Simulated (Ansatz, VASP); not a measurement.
## Two plane-wave programs on BiO3

```
Bi O
1.0
     3.64271    0.00000    0.00000
     0.00000    3.64271    0.00000
     0.00000    0.00000    4.27634
Bi O
1 3
Direct
  0.50000 0.50000 0.50000
  0.00000 0.00000 0.67579
  0.00000 0.00000 0.32421
  0.50000 0.50000 0.00000
```

Change from the starting cell: species swapped into the MnFe3 type (P4/mmm, No. 123).

Alike in both runs: task relaxation of cell and atoms; functional PBE; k mesh 12 × 12 × 12; occupations gaussian, width 0.1 eV; no spin polarisation.

|  | VASP | Ansatz |
| --- | --- | --- |
| version | VASP 6.6.1 | Ansatz 0.2.0 |
| potentials or method | VASP PAW PBE potentials, release 64 (Bi_d, O) | scalar-relativistic, plane waves, PAW |
| plane-wave cutoff (eV) | 600 | 420 |
| valence electrons in the cell | 33 | 33 |

Ansatz gave:

| Quantity | Value |
| --- | --- |
| gap on the k mesh at the Fermi level, each at its own relaxed structure (eV) | none |
| relaxed volume (Å³/atom) | 14.30 |
| relaxed cell length with the largest relative difference (Å) | 3.644 |
| energy change over the relaxation (meV/atom) | -1 |

Task: What did VASP give for the same quantities?

Result: gap on the k mesh at the Fermi level, each at its own relaxed structure (eV): none; relaxed volume (Å³/atom): 14.26; relaxed cell length with the largest relative difference (Å): 3.637; energy change over the relaxation (meV/atom): -1.

A gap of «none» marks a metal or a gap that the smearing closes.

Caveats: spin-orbit coupling is left out, which moves the levels of the heavy elements; an odd number of electrons without spin polarisation forces a metal; a magnetic or distorted state may lie lower.
